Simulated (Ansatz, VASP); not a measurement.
# Cs2LaAlF6 in two plane-wave programs

Wanted: the spread between two codes on one cell, functional and k mesh. The cell is invented: As first built, before any earlier steps moved the atoms (in the runner's words): La for Y, Al for In in the Cs2YInF6 structure of space group Fm-3m. It may not be a known or stable phase. The cell is taken from a series of runs on this material, whose earlier steps may have relaxed, scaled, displaced or heated it; both programs get it as it stands.

Main program and level: Ansatz 0.2.0; plane waves, with VASP 6.6.1 beside it; relaxation of cell and atoms at PBE.

## Step 1: Starting point

Symmetry: Fm-3m, No. 225, cubic system. The conventional cell has a = 9.753 Å, b = 9.753 Å, c = 9.753 Å, α = 90.00°, β = 90.00°, γ = 90.00°. Nearest to Cs lie 12 F at 3.46 Å. Nearest to La lie 6 F at 2.20 Å. Nearest to Al lie 6 F at 2.68 Å. F has 1 La at 2.20 Å and 1 Al at 2.68 Å and 4 Cs at 3.46 Å nearest. It derives from Cs2YInF6. As first built, before any earlier steps moved the atoms (in the runner's words): La for Y, Al for In in the Cs2YInF6 structure of space group Fm-3m. Farther neighbours and most contacts between anions are not listed.

## Step 2: VASP: relaxation of cell and atoms, PBE

The relaxed volume is the usual yardstick between codes: in a stiff, nearly cubic crystal its relative difference is about their pressure difference at one cell divided by the bulk modulus.

Lines of VASP's logs that name or quote its potential files are left out, and so is its time.

INCAR reads:

```
SYSTEM = Cs2LaAlF6
PREC = Accurate
ENCUT = 600
EDIFF = 1E-07
NELM = 200
ISMEAR = 0
SIGMA = 0.03
LREAL = .FALSE.
ALGO = Normal
GGA = PE
NBANDS = 47
LASPH = .TRUE.
LORBIT = 11
LWAVE = .FALSE.
LCHARG = .FALSE.
ISIF = 3
IBRION = 2
NSW = 80
EDIFFG = -0.005
GGA_COMPAT = .FALSE.
NELMIN = 4
EFERMI = MIDGAP
LMAXMIX = 6
KPAR = 2
```

POSCAR reads:

```
Cs2LaAlF6
1.0
    0.0000000000      4.8763740000      4.8763740000
    4.8763740000      0.0000000000      4.8763740000
    4.8763740000      4.8763740000      0.0000000000
Cs La Al F
2 1 1 6
Direct
    0.7500000000      0.7500000000      0.7500000000
    0.2500000000      0.2500000000      0.2500000000
    0.0000000000      0.0000000000      0.0000000000
    0.5000000000      0.5000000000      0.5000000000
    0.7748439722      0.2251560278      0.2251560278
    0.2251560278      0.2251560278      0.7748439722
    0.2251560278      0.7748439722      0.7748439722
    0.2251560278      0.7748439722      0.2251560278
    0.7748439722      0.2251560278      0.7748439722
    0.7748439722      0.7748439722      0.2251560278
```

KPOINTS reads:

```
Automatic mesh
0
Gamma
4 4 4
0 0 0
```

PAW data sets: Cs_sv, La, Al and F (PBE family, release 64).

Started as:

```sh
$ mpirun -np 2 vasp_std
```

Numbers of over 12 decimals in the logs are rounded to 6 here.

The program printed:

```text
[banner, memory and clock lines left out]
running    2 mpi-ranks, on    1 nodes
 distrk:  each k-point on    1 cores,    2 groups
 distr:  one band on    1 cores,    1 groups

 POSCAR found type information on POSCAR CsLaAlF
 POSCAR found :  4 types and      10 ions
 LDA part: xc-table for (Slater+PW92), standard interpolation
 POSCAR, INCAR and KPOINTS ok, starting setup
 FFT: planning ... GRIDC
 FFT: planning ... GRID_SOFT
 FFT: planning ... GRID
 WAVECAR not read
 entering main loop
       N       E                     dE             d eps       ncg     rms          rms(c)
DAV:   1     0.106351612654E+04    0.10635E+04   -0.33552E+04   752   0.192E+03
DAV:   2     0.180328858420E+03   -0.88319E+03   -0.81073E+03   897   0.465E+02
DAV:   3    -0.407476101905E+02   -0.22108E+03   -0.21135E+03  1020   0.219E+02
DAV:   4    -0.564893057419E+02   -0.15742E+02   -0.15657E+02  1153   0.623E+01
DAV:   5    -0.570721335777E+02   -0.58283E+00   -0.58240E+00  1177   0.103E+01    0.152E+01
DAV:   6    -0.503953451710E+02    0.66768E+01   -0.28219E+01   960   0.308E+01    0.662E+00
DAV:   7    -0.501670712389E+02    0.22827E+00   -0.48908E+00  1144   0.124E+01    0.414E+00
DAV:   8    -0.499995893839E+02    0.16748E+00   -0.97546E-01  1202   0.719E+00    0.124E+00
DAV:   9    -0.499876416337E+02    0.11948E-01   -0.36708E-01  1188   0.345E+00    0.516E-01
DAV:  10    -0.499889042231E+02   -0.12626E-02   -0.58177E-02  1177   0.189E+00    0.203E-01
DAV:  11    -0.499888203412E+02    0.83882E-04   -0.56613E-03  1130   0.509E-01    0.101E-01
DAV:  12    -0.499889399142E+02   -0.11957E-03   -0.98635E-04  1275   0.229E-01    0.318E-02
DAV:  13    -0.499889621007E+02   -0.22186E-04   -0.28770E-04  1242   0.116E-01    0.912E-03
DAV:  14    -0.499889639924E+02   -0.18917E-05   -0.30863E-05  1193   0.357E-02    0.391E-03
DAV:  15    -0.499889640881E+02   -0.95682E-07   -0.24806E-06  1184   0.963E-03    0.105E-03
DAV:  16    -0.499889640884E+02   -0.26012E-09   -0.20419E-07   786   0.338E-03
   1 F= -.49988964E+02 E0= -.49988964E+02  d E =-.499890E+02
[...]
2 F= -.50587677E+02 E0= -.50587677E+02  d E =-.598713E+00
[...]
3 F= -.50660651E+02 E0= -.50660651E+02  d E =-.671687E+00
[...]
4 F= -.50713989E+02 E0= -.50713989E+02  d E =-.533382E-01
[...]
5 F= -.50784337E+02 E0= -.50784337E+02  d E =-.123686E+00
[...]
6 F= -.50785031E+02 E0= -.50785031E+02  d E =-.694402E-03
 trial-energy change:   -0.000694  1 .order   -0.000718   -0.003637    0.002200
 step:   0.9210(harm=  0.9297)  dis= 0.00402  next Energy=   -50.785453 (dE=-0.112E-02)
 bond charge predicted
       N       E                     dE             d eps       ncg     rms          rms(c)
DAV:   1    -0.507859161547E+02   -0.88526E-03   -0.30899E-01   787   0.299E+00    0.265E-01
DAV:   2    -0.507855857550E+02    0.33040E-03   -0.11995E-02  1043   0.695E-01    0.824E-02
DAV:   3    -0.507854795927E+02    0.10616E-03   -0.59055E-04  1009   0.117E-01    0.320E-02
DAV:   4    -0.507854569254E+02    0.22667E-04   -0.18466E-04  1192   0.827E-02    0.227E-02
DAV:   5    -0.507854516829E+02    0.52425E-05   -0.34335E-05  1145   0.293E-02    0.730E-03
DAV:   6    -0.507854535005E+02   -0.18176E-05   -0.84286E-06  1114   0.171E-02    0.333E-03
DAV:   7    -0.507854540827E+02   -0.58223E-06   -0.14069E-06  1034   0.603E-03    0.907E-04
DAV:   8    -0.507854542357E+02   -0.15296E-06   -0.65069E-08   643   0.161E-03    0.241E-04
DAV:   9    -0.507854542616E+02   -0.25930E-07   -0.16820E-08   516   0.101E-03
   7 F= -.50785454E+02 E0= -.50785454E+02  d E =-.111774E-02
 curvature:  -0.54 expect dE=-0.976E-06 dE for cont linesearch -0.258E-10
 trial: gam= 0.01024 g(F)=  0.289E-06 g(S)=  0.153E-05 ort = 0.368E-06 (trialstep = 0.138E+01)
 search vector abs. value=  0.212E-05
 reached required accuracy - stopping structural energy minimisation
```

From OUTCAR (step 2):

```text
ion  position               nearest neighbor table
   1  0.750  0.750  0.750-
   2  0.250  0.250  0.250-
   3  0.000  0.000  0.000-   5 2.20   6 2.20   7 2.20   8 2.20   9 2.20  10 2.20
   4  0.500  0.500  0.500-
   5  0.775  0.225  0.225-   3 2.20
   6  0.225  0.225  0.775-   3 2.20
   7  0.225  0.775  0.775-   3 2.20
   8  0.225  0.775  0.225-   3 2.20
   9  0.775  0.225  0.775-   3 2.20
  10  0.775  0.775  0.225-   3 2.20

  LATTYP: Found a face centered cubic cell.
 ALAT       =     9.7527480000

 Subroutine GETGRP returns: Found 48 space group operations
 (whereof 48 operations were pure point group operations)

The static configuration has the point symmetry O_h .

 Found      8 irreducible k-points:

   k-points           NKPTS =      8   k-points in BZ     NKDIM =      8   number of bands    NBANDS=     47

   dimension x,y,z NGX =    56 NGY =   56 NGZ =   56
   dimension x,y,z NGXF=   112 NGYF=  112 NGZF=  112

   ENCUT  =  600.0 eV  44.10 Ry    6.64 a.u.  13.77 13.77 13.77*2*pi/ulx,y,z

   NELECT =      74.0000    total number of electrons

 k-points in reciprocal lattice and weights: Automatic mesh
   0.00000000  0.00000000  0.00000000       0.016
   0.25000000  0.00000000  0.00000000       0.125
   0.50000000  0.00000000  0.00000000       0.062
   0.25000000  0.25000000  0.00000000       0.094
   0.50000000  0.25000000  0.00000000       0.375
  -0.25000000  0.25000000  0.00000000       0.188
   0.50000000  0.50000000  0.00000000       0.047
  -0.25000000  0.50000000  0.25000000       0.094

 average (electrostatic) potential at core
       1 -49.2679       2 -49.2679       3-100.8506       4 -77.8918       5 -77.2144
       6 -77.2144       7 -77.2144       8 -77.2144       9 -77.2144      10 -77.2144

 E-fermi :   3.6856

 k-point     1 :       0.0000    0.0000    0.0000
  band No.  band energies     occupation
    ...
     33      -2.0171      2.00000
     34      -1.7882      2.00000
     35      -1.7882      2.00000
     36      -1.7882      2.00000
     37       1.7220      2.00000
     38       5.3819      0.00000
     39       5.5705      0.00000
     40       5.5705      0.00000
     41       5.5705      0.00000
     42       5.7719      0.00000
    ...

 k-point     2 :       0.2500    0.0000    0.0000
  band No.  band energies     occupation
    ...
     33      -1.9963      2.00000
     34      -1.8254      2.00000
     35      -1.7990      2.00000
     36      -1.7990      2.00000
     37       1.9458      2.00000
     38       5.3532      0.00000
     39       5.4269      0.00000
     40       5.5646      0.00000
     41       5.5646      0.00000
     42       5.5725      0.00000
    ...

 k-point     3 :       0.5000    0.0000    0.0000
  band No.  band energies     occupation
    ...
     33      -1.9136      2.00000
     34      -1.8792      2.00000
     35      -1.7826      2.00000
     36      -1.7826      2.00000
     37       2.1440      2.00000
     38       5.3795      0.00000
     39       5.5542      0.00000
     40       5.5611      0.00000
     41       5.5611      0.00000
     42       5.5746      0.00000
    ...

  Total       -0.0102911     -0.0102911     -0.0102911      0.0000000      0.0000000      0.0000000
  in kB       -0.0716596     -0.0716596     -0.0716596      0.0000000      0.0000000      0.0000000
  external PRESSURE =      -0.0716596 kB  Pullay stress =       0.0000000 kB

  energy-cutoff  :      600.00
  volume of cell :      230.09
      direct lattice vectors                 reciprocal lattice vectors
    -0.000000000  4.863577491  4.863577491    -0.102804983  0.102804983  0.102804983
     4.863577491 -0.000000000  4.863577491     0.102804983 -0.102804983  0.102804983
     4.863577491  4.863577491  0.000000000     0.102804983  0.102804983 -0.102804983

 POSITION                                       TOTAL-FORCE (eV/Angst)
 -----------------------------------------------------------------------------------
      7.29537      7.29537      7.29537        -0.000000     -0.000000      0.000000
      2.43179      2.43179      2.43179        -0.000000      0.000000      0.000000
      0.00000      0.00000      0.00000        -0.000000      0.000000      0.000000
      4.86358      4.86358      4.86358        -0.000000      0.000000      0.000000
      2.32897      4.86358      4.86358         0.001000      0.000000      0.000000
      4.86358      4.86358      2.32897        -0.000000      0.000000      0.001000
      7.39818      4.86358      4.86358        -0.001000      0.000000      0.000000
      4.86358      2.32897      4.86358        -0.000000      0.001000      0.000000
      4.86358      7.39818      4.86358        -0.000000     -0.001000      0.000000
      4.86358      4.86358      7.39818        -0.000000      0.000000     -0.001000
 -----------------------------------------------------------------------------------
    total drift:                               -0.000000     -0.000000      0.000000

  FREE ENERGIE OF THE ION-ELECTRON SYSTEM (eV)
  ---------------------------------------------------
  free  energy   TOTEN  =       -50.7854542616 eV

  energy  without entropy=      -50.7854542616  energy(sigma->0) =      -50.78545426

 reached required accuracy - stopping structural energy minimisation

 total charge
# of ion       s       p       d       f       tot
--------------------------------------------------
    1        1.831   4.715   0.015   0.000   6.562
    2        1.831   4.715   0.015   0.000   6.562
    3        2.016   5.723   0.562   0.276   8.577
    4        0.676   0.061   0.000   0.000   0.737
    5        1.736   4.331   0.000   0.000   6.067
    6        1.736   4.331   0.000   0.000   6.067
    7        1.736   4.331   0.000   0.000   6.067
    8        1.736   4.331   0.000   0.000   6.067
    9        1.736   4.331   0.000   0.000   6.067
   10        1.736   4.331   0.000   0.000   6.067
--------------------------------------------------
tot         16.772  41.199   0.593   0.276  58.841

[... 3 further parts left out ...]
```

CONTCAR:

```
Cs2LaAlF6
   1.00000000000000
    -0.0000000000000000    4.8635774912033982    4.8635774912033982
     4.8635774912033973   -0.0000000000000000    4.8635774912033982
     4.8635774912033973    4.8635774912033982    0.0000000000000000
  Cs              La              Al              F
     2     1     1     6
Direct
     0.7500000000000000    0.7500000000000000    0.7500000000000000
     0.2500000000000000    0.2500000000000000    0.2500000000000000
     0.0000000000000000    0.0000000000000000    0.0000000000000000
     0.5000000000000000    0.5000000000000000    0.5000000000000000
     0.7605697977859043    0.2394302022140957    0.2394302022140957
     0.2394302022140957    0.2394302022140957    0.7605697977859043
     0.2394302022140957    0.7605697977859043    0.7605697977859043
     0.2394302022140957    0.7605697977859043    0.2394302022140957
     0.7605697977859043    0.2394302022140957    0.7605697977859043
     0.7605697977859043    0.7605697977859043    0.2394302022140957
```

The run keeps the 48 symmetry operations of its start, so it cannot find a distortion of lower symmetry.

(Continued in part 2 of 2.)

[Lines on the potential files, build, host, timing and source positions are cut from VASP's logs without a mark.]

[Logs are printed without paths, hosts, clocks, repeated set-up lines and the standing remarks that a program may print on its own settings, such as how far it seeks lower states.]

[Hosts, paths, dates, database ids (printed as entryN), source tags and the programs' standing remarks are cut or masked in the printed files.]
